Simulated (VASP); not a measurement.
Input for VASP

**KPOINTS**
```
Automatic mesh
0
Gamma
5 5 5
0 0 0
```

**POSCAR**
```
PtBr2
1
    0.0000000000     2.9779060000     2.9779060000
    2.9779060000     0.0000000000     2.9779060000
    2.9779060000     2.9779060000     0.0000000000
Pt Br
1 2
Direct
  0.0000000000   0.0000000000   0.0000000000
  0.2500000000   0.2500000000   0.2500000000
  0.7500000000   0.7500000000   0.7500000000
```

INCAR:
```
SYSTEM = PtBr2
PREC = Accurate
ENCUT = 400
EDIFF = 1E-6
NELM = 100
ALGO = Normal
LREAL = .FALSE.
LASPH = .TRUE.
ISMEAR = 0
SIGMA = 0.05
GGA = PE
LMAXMIX = 6
LWAVE = .FALSE.
LCHARG = .FALSE.
ISIF = 2
ISPIN = 2
MAGMOM = 1.0 1.0 1.0 1.0
```

POTCAR, in this order: Pt Br (PBE.64 set). Program: vasp_std.

One choice in this input is risky. Which, and does it do harm here?

The risk: MAGMOM holds more values than there are atoms. Here it does no harm: the run (PBE GGA, plane waves, VASP's PBE PAW potentials (set 64)) converges to the same energy and pressure as with the safe setting.
File OSZICAR:
```
       N       E                     dE             d eps       ncg     rms          rms(c)
DAV:   1     0.127959189757E+03    0.12796E+03   -0.98631E+03   752   0.954E+02
DAV:   2    -0.252948311060E+00   -0.12821E+03   -0.12548E+03   890   0.222E+02
DAV:   3    -0.580529882340E+01   -0.55524E+01   -0.55241E+01   828   0.471E+01
DAV:   4    -0.584726734292E+01   -0.41969E-01   -0.41941E-01   860   0.454E+00
DAV:   5    -0.584769762874E+01   -0.43029E-03   -0.43027E-03   842   0.435E-01    0.294E+01
DAV:   6    -0.590186732320E+01   -0.54170E-01   -0.87391E-01   752   0.838E+00    0.178E+01
DAV:   7    -0.587993850823E+01    0.21929E-01   -0.21198E-01   752   0.425E+00    0.593E+00
DAV:   8    -0.589301571404E+01   -0.13077E-01   -0.33865E-02   760   0.177E+00    0.775E-01
DAV:   9    -0.589349183520E+01   -0.47612E-03   -0.35573E-03   834   0.462E-01    0.258E-01
DAV:  10    -0.589347525104E+01    0.16584E-04   -0.14373E-04   836   0.831E-02    0.117E-01
DAV:  11    -0.589350390820E+01   -0.28657E-04   -0.86731E-05   772   0.634E-02    0.364E-02
DAV:  12    -0.589351376319E+01   -0.98550E-05   -0.81351E-06   856   0.230E-02    0.110E-02
DAV:  13    -0.589351589153E+01   -0.21283E-05   -0.25548E-06   688   0.110E-02    0.577E-03
DAV:  14    -0.589351733760E+01   -0.14461E-05   -0.11170E-06   642   0.683E-03    0.328E-03
DAV:  15    -0.589351747142E+01   -0.13382E-06   -0.31075E-07   600   0.350E-03
   1 F= -.58935175E+01 E0= -.58926646E+01  d E =-.170569E-02  mag=     1.3408
```

The structure was generated: PtBr2 was put into the fluorite type (Fm-3m), which need not be its known phase. The cell was not relaxed at this level.
